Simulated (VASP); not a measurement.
Runs of VASP 6.6.1 on MoS2. Symmetry: P6_3/mmc, No. 194, hexagonal system. Conventional cell: a = 3.169 Å, b = 3.169 Å, c = 12.521 Å, α = 90.00°, β = 90.00°, γ = 120.00°. Mo (site symmetry -6m2) is surrounded by 6 S at 2.41 Å. S (site symmetry 3m) has 3 Mo at 2.41 Å as nearest neighbours. 

| level | potentials or basis | gap on the mesh (eV) | pressure (GPa) |
| --- | --- | --- | --- |
| LDA | VASP PAW LDA potentials, release 64 (Mo_sv, S) | 0.92 | -3.3 |
| PBE+D3(BJ) | VASP PAW PBE potentials, release 64 (Mo_sv, S) | 0.99 | -1.9 |
| optB88-vdW | VASP PAW PBE potentials, release 64 (Mo_sv, S) | (a) | 1.3 |
| rev-vdW-DF2 | VASP PAW PBE potentials, release 64 (Mo_sv, S) | 0.94 | -0.4 |

Alike in all rows: task relaxation of the atoms; no spin polarisation; cell atoms relaxed; k mesh 12 × 12 × 3; cutoff (eV) 520; smearing gaussian 0.05 eV.

Task: Fill in the values left out.

Result: (a) 0.95.

Caveats: an odd mesh through Γ misses points on the zone boundary, where band edges often lie; the PAW data sets were made with another functional, which shifts forces and pressure a little (some runs).

A k mesh can miss the band edges, and the runs leave out spin-orbit coupling on Mo.

Not every run made on this cell is shown here.
